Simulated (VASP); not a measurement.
Here is the system:

```xyz
2
Lattice="0.0000 2.1439 2.1439 2.1439 0.0000 2.1439 2.1439 2.1439 0.0000" Properties=species:S:1:pos:R:3 pbc="T T T"
Ti     0.0000     0.0000     0.0000
N      2.1439     2.1439     2.1439
```

Method: optB88-vdW, VASP's PBE PAW potentials (set 64) (plane waves; VASP). Run with 520 eV cut-off, 15×15×15 Γ-centred mesh, first-order Methfessel-Paxton smearing of 0.10 eV, potentials Ti_sv N.

Task: Predict the energy per atom (σ→0), pressure, band gap (on the k-mesh) with the smallest direct gap where there is one.

Result: 
```json
{
  "band gap (on the k-mesh)": "none (metal, semimetal or under 0.01 eV)",
  "energy per atom (σ→0)": "-7.750 eV/atom",
  "pressure": "-7.80 GPa"
}
```

The absolute energy has meaning only against runs of the same code, potentials and settings.

The compound is TiN in the rock salt structure. This cell is one point of a volume scan, at 1.03 of the reference volume. The electron count is odd and the run is not spin-polarised, which forces a metal.
